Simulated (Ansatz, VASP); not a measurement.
**H4C6NF3 (H4C6NF3 (P2_12_12_1)): VASP beside Ansatz**

Wanted: the spread between two codes on one cell, functional and k mesh. Of the first pair: The cell is taken from a series of runs on this material, whose earlier steps may have relaxed, scaled, displaced or heated it; both programs get it as it stands.

Calculated with Ansatz 0.2.0; plane waves, with VASP 6.6.1 beside it; single point at PBE with D4.

## (1) Starting point

The cell holds 56 atoms: 16 H, 24 C, 4 N and 12 F. Its edges and angles: a = 3.854 Å, b = 6.322 Å, c = 24.792 Å, α = 90.0°, β = 90.0°, γ = 90.0°. It derives from H4C6NF3 (P2_12_12_1), repeated 1×1×1. As first built, before any earlier steps moved the atoms (in the runner's words): H4C6NF3, space group P2_12_12_1, measured structure (Crystallography Open Database), 1 x 1 x 1 conventional cells; every coordinate displaced by a Gaussian of 0.03 A; bonds to H set to neutron lengths (C-H 1.089, N-H 1.015, O-H 0.983, B-H 1.19 A) where the measured ones are shorter.

As a file:

```
H C N F
1.0
     3.85450    0.00000    0.00000
     0.00000    6.32200    0.00000
     0.00000    0.00000   24.79200
H C N F
16 24 4 12
Direct
  0.87849 0.67241 0.02365
  0.61340 0.30691 0.52124
  0.12008 0.19593 0.48072
  0.36337 0.81784 0.97945
  0.05688 0.44912 0.00680
  0.43392 0.55291 0.50709
  0.94645 0.93967 0.49288
  0.57193 0.04358 0.99036
  0.06436 0.80394 0.20553
  0.42361 0.19627 0.70454
  0.92608 0.29837 0.29704
  0.56145 0.70178 0.79541
  0.51664 0.18991 0.16807
  0.99383 0.80845 0.66913
  0.49100 0.69291 0.33361
  0.00064 0.30915 0.83271
  0.14252 0.54945 0.08224
  0.36577 0.44669 0.57987
  0.85026 0.04916 0.41593
  0.61782 0.95514 0.92013
  0.06240 0.70900 0.12072
  0.43773 0.30344 0.61984
  0.95406 0.20709 0.37973
  0.55841 0.80299 0.87937
  0.12778 0.67990 0.17500
  0.37110 0.31698 0.67614
  0.85446 0.18719 0.32431
  0.63099 0.82437 0.82516
  0.30255 0.50396 0.18917
  0.20177 0.50768 0.69009
  0.70338 0.99276 0.30879
  0.79795 0.00902 0.81191
  0.37914 0.33826 0.15447
  0.13308 0.65475 0.65465
  0.60101 0.84269 0.34592
  0.87424 0.16172 0.84650
  0.29608 0.37566 0.09990
  0.21370 0.62981 0.60330
  0.69324 0.87463 0.40070
  0.80567 0.12786 0.90001
  0.08101 0.58636 0.02609
  0.43208 0.41535 0.52907
  0.92632 0.08842 0.47557
  0.57207 0.90905 0.97293
  0.91375 0.88369 0.10260
  0.60209 0.11757 0.60559
  0.10813 0.38625 0.39408
  0.40140 0.62070 0.89439
  0.37412 0.47185 0.24304
  0.13507 0.54062 0.74322
  0.62573 0.96740 0.25556
  0.88276 0.02943 0.75982
  0.37438 0.21854 0.06443
  0.12047 0.77075 0.56373
  0.62164 0.71917 0.43890
  0.88304 0.27707 0.93548
```

## (2) VASP: single point, PBE with D4, pair 1

With cell and atoms fixed, the geometry can't cause a difference; cores, projectors, grids and the points listed under the comparison can.

Lines of VASP's logs that name or quote its potential files are left out, and so is its time.

INCAR

```
SYSTEM = H4C6NF3
PREC = Accurate
ENCUT = 600
EDIFF = 1E-06
NELM = 120
ISMEAR = 0
SIGMA = 0.05
LREAL = Auto
ALGO = Normal
GGA = PE
IVDW = 13
NBANDS = 152
LORBIT = 11
LWAVE = .FALSE.
LCHARG = .FALSE.
ISIF = 2
LASPH = .TRUE.
GGA_COMPAT = .FALSE.
EFERMI = MIDGAP
KPAR = 4
```

POSCAR

```
H4C6NF3
1.0
    3.8545000000      0.0000000000      0.0000000000
    0.0000000000      6.3220000000      0.0000000000
    0.0000000000      0.0000000000     24.7920000000
H C N F
16 24 4 12
Direct
    0.8784900000      0.6724100000      0.0236500000
    0.6134000000      0.3069100000      0.5212400000
    0.1200800000      0.1959300000      0.4807200000
    0.3633700000      0.8178400000      0.9794500000
    0.0568800000      0.4491200000      0.0068000000
    0.4339200000      0.5529100000      0.5070900000
    0.9464500000      0.9396700000      0.4928800000
    0.5719300000      0.0435800000      0.9903600000
    0.0643600000      0.8039400000      0.2055300000
    0.4236100000      0.1962700000      0.7045400000
    0.9260800000      0.2983700000      0.2970400000
    0.5614500000      0.7017800000      0.7954100000
    0.5166400000      0.1899100000      0.1680700000
    0.9938300000      0.8084500000      0.6691300000
    0.4910000000      0.6929100000      0.3336100000
    0.0006400000      0.3091500000      0.8327100000
    0.1425200000      0.5494500000      0.0822400000
    0.3657700000      0.4466900000      0.5798700000
    0.8502600000      0.0491600000      0.4159300000
    0.6178200000      0.9551400000      0.9201300000
    0.0624000000      0.7090000000      0.1207200000
    0.4377300000      0.3034400000      0.6198400000
    0.9540600000      0.2070900000      0.3797300000
    0.5584100000      0.8029900000      0.8793700000
    0.1277800000      0.6799000000      0.1750000000
    0.3711000000      0.3169800000      0.6761400000
    0.8544600000      0.1871900000      0.3243100000
    0.6309900000      0.8243700000      0.8251600000
    0.3025500000      0.5039600000      0.1891700000
    0.2017700000      0.5076800000      0.6900900000
    0.7033800000      0.9927600000      0.3087900000
    0.7979500000      0.0090200000      0.8119100000
    0.3791400000      0.3382600000      0.1544700000
    0.1330800000      0.6547500000      0.6546500000
    0.6010100000      0.8426900000      0.3459200000
    0.8742400000      0.1617200000      0.8465000000
    0.2960800000      0.3756600000      0.0999000000
    0.2137000000      0.6298100000      0.6033000000
    0.6932400000      0.8746300000      0.4007000000
    0.8056700000      0.1278600000      0.9000100000
    0.0810100000      0.5863600000      0.0260900000
    0.4320800000      0.4153500000      0.5290700000
    0.9263200000      0.0884200000      0.4755700000
    0.5720700000      0.9090500000      0.9729300000
    0.9137500000      0.8836900000      0.1026000000
    0.6020900000      0.1175700000      0.6055900000
    0.1081300000      0.3862500000      0.3940800000
    0.4014000000      0.6207000000      0.8943900000
    0.3741200000      0.4718500000      0.2430400000
    0.1350700000      0.5406200000      0.7432200000
    0.6257300000      0.9674000000      0.2555600000
    0.8827600000      0.0294300000      0.7598200000
    0.3743800000      0.2185400000      0.0644300000
    0.1204700000      0.7707500000      0.5637300000
    0.6216400000      0.7191700000      0.4389000000
    0.8830400000      0.2770700000      0.9354800000
```

KPOINTS

```
Automatic mesh
0
Gamma
3 2 1
0 0 0
```

The projector-augmented-wave data sets are H, C, N and F (PBE family, release 64).

Launch:

```console
> mpirun -np 8 vasp_std
```

Numbers of over 12 decimals in the logs are rounded to 6 here.

Output:

```text
[banner, memory and clock lines left out]
running    8 mpi-ranks, on    1 nodes
[...]
|                                                                             |
|           W    W    AA    RRRRR   N    N  II  N    N   GGGG   !!!           |
|           W    W   A  A   R    R  NN   N  II  NN   N  G    G  !!!           |
|           W    W  A    A  R    R  N N  N  II  N N  N  G       !!!           |
|           W WW W  AAAAAA  RRRRR   N  N N  II  N  N N  G  GGG   !            |
|           WW  WW  A    A  R   R   N   NN  II  N   NN  G    G                |
|           W    W  A    A  R    R  N    N  II  N    N   GGGG   !!!           |
|                                                                             |
|     For optimal performance we recommend to set                             |
|       NCORE = 2 up to number-of-cores-per-socket                            |
|     NCORE specifies how many cores store one orbital (NPAR=cpu/NCORE).      |
|     This setting can greatly improve the performance of VASP for DFT.       |
|     The default, NCORE=1 might be grossly inefficient on modern             |
|     multi-core architectures or massively parallel machines. Do your        |
|     Unfortunately you need to use the default for GW and RPA                |
|     calculations (for HF NCORE is supported but not extensively tested      |
|     yet).                                                                   |
|                                                                             |

 LDA part: xc-table for (Slater+PW92), standard interpolation
 POSCAR, INCAR and KPOINTS ok, starting setup
[...]
entering main loop
       N       E                     dE             d eps       ncg     rms          rms(c)
DAV:   1     0.141376061173E+04    0.14138E+04   -0.11878E+05  1216   0.145E+03
DAV:   2    -0.247243359806E+03   -0.16610E+04   -0.16022E+04  1488   0.329E+02
DAV:   3    -0.380089585318E+03   -0.13285E+03   -0.13167E+03  1464   0.951E+01
DAV:   4    -0.382525546612E+03   -0.24360E+01   -0.24274E+01  1488   0.139E+01
[...]
DAV:  15    -0.353315731478E+03    0.51473E-05   -0.22231E-05  1528   0.221E-02    0.730E-03
DAV:  16    -0.353315727499E+03    0.39792E-05   -0.43219E-06  1416   0.173E-02    0.250E-03
DAV:  17    -0.353315727263E+03    0.23598E-06   -0.68088E-06  1432   0.887E-03
   1 F= -.35721834E+03 E0= -.35721834E+03  d E =0.000000E+00
```

OUTCAR, selected parts (step 2):

```text
  Edisp (eV):   -3.90261

  Total       6.32050    18.59361    17.07233    -1.21052    -2.09480    -0.58244
  in kB      16.76208    49.31058    45.27612    -3.21031    -5.55546    -1.54464
  external pressure =       37.12 kB  Pullay stress =        0.00 kB

 POSITION                                       TOTAL-FORCE (eV/Angst)
 -----------------------------------------------------------------------------------
      3.38614      4.25098      0.58633        -2.884032      2.053622     -0.956284
      2.36435      1.94029     12.92258         0.822067     -0.685952     -0.677783
      0.46285      1.23867     11.91801         0.411374     -0.324010      0.312868
      1.40061      5.17038     24.28252        -0.670432     -0.484523      0.605072
      0.21924      2.83934      0.16859        -0.167623     -0.731104     -0.731676
      1.67254      3.49550     12.57178         0.222510     -0.665861     -0.100352
      3.64809      5.94059     12.21948         0.433868      1.097647      0.180104
      2.20450      0.27551     24.55301        -0.318088      2.552471      2.518060
      0.24808      5.08251      5.09550         0.129072     -0.631386     -0.692573
      1.63280      1.24082     17.46696         0.378701     -0.773085      0.489178
      3.56958      1.88630      7.36422         0.733629      2.158068     -2.100999
      2.16411      4.43665     19.71980         0.196827      0.392163      0.417464
      1.99139      1.20061      4.16679        -0.652578      1.071299     -0.396871
      3.83072      5.11102     16.58907         0.942519     -1.612190     -0.750477
[...]
-----------------------------------------------------------------------------------
    total drift:                                0.001346      0.004961     -0.000933

  FREE ENERGIE OF THE ION-ELECTRON SYSTEM (eV)
  ---------------------------------------------------
  free  energy   TOTEN  =      -357.2183379786 eV

  energy  without entropy=     -357.2183379786  energy(sigma->0) =     -357.21833798

[... 3 further parts left out ...]
[key lines of the parts left out:]
E-fermi :   1.7896
```

The run ends at a pressure of 3.71 GPa, with forces up to 7.6 eV/Å.

(Part 1 of 3 ends here.)

[Lines on the potential files, build, host, timing and source positions are cut from VASP's logs without a mark.]

[Logs are printed without paths, hosts, clocks, repeated set-up lines and the standing remarks that a program may print on its own settings, such as how far it seeks lower states.]

[Hosts, paths, dates, database ids (printed as entryN), source tags and the programs' standing remarks are cut or masked in the printed files.]
